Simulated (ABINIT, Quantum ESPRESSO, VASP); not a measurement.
## One structure in several programs: K2S (Fm-3m, 3 atoms in the cell)

Self-consistent single point, at a second geometry (lattice scaled by 0.98). First geometry:

```
CELL_PARAMETERS angstrom
      0.00000     3.73649     3.73649
      3.73649     0.00000     3.73649
      3.73649     3.73649     0.00000
ATOMIC_POSITIONS crystal
  K  0.25000 0.25000 0.25000
  K  0.75000 0.75000 0.75000
  S  0.00000 0.00000 0.00000
```

Shared settings, as Quantum ESPRESSO writes them: occupations = smearing; smearing = fermi-dirac; degauss = 0.0036749 Ry; K_POINTS = automatic 6 6 6 0 0 0. Potentials and cutoffs stand in the table.

```tsv
code	model	ΔF from the first geometry (meV/atom)	pressure (GPa)	gap on the mesh (eV)	cutoff
Quantum ESPRESSO	PBE, GBRV 1.5 ultrasoft (PBE) pseudopotentials	6.6	0.35	2.464	40 Ry
VASP	PBE, VASP's PBE PAW potentials (set 64)	–	–	2.466	300 eV
ABINIT	PBE, PAW (JTH v2.0 PBE PAW)	7.5	1.23	2.464	21 Ha
```

For Quantum ESPRESSO (by 0.8 GPa) the energy change implies a higher mean pressure, against the two pressures, than for the other programs: a sign of finite-basis (Pulay) stress.

A dash marks a value that a program does not give, or that is left out as unsure.

Gaps are read on the mesh.

The spread over the programs that give each value: ΔF from the first geometry within 0.9 meV/atom; pressure within 0.88 GPa; gap on the mesh within 0.002 eV.

VASP's run is marked for a possible Pulay error in its stress at this cutoff; no cutoff test was made.

The starting cell has typed, rounded lattice constants, without a prior relaxation at this level. Its lattice was rescaled by a random factor within 2.5 % of one. For this run, on top of that: lattice scaled by 0.98.

Left out of this page: Ansatz, GPAW, CP2K, Elk, FLEUR and SIESTA (not drawn, or without a comparable value).
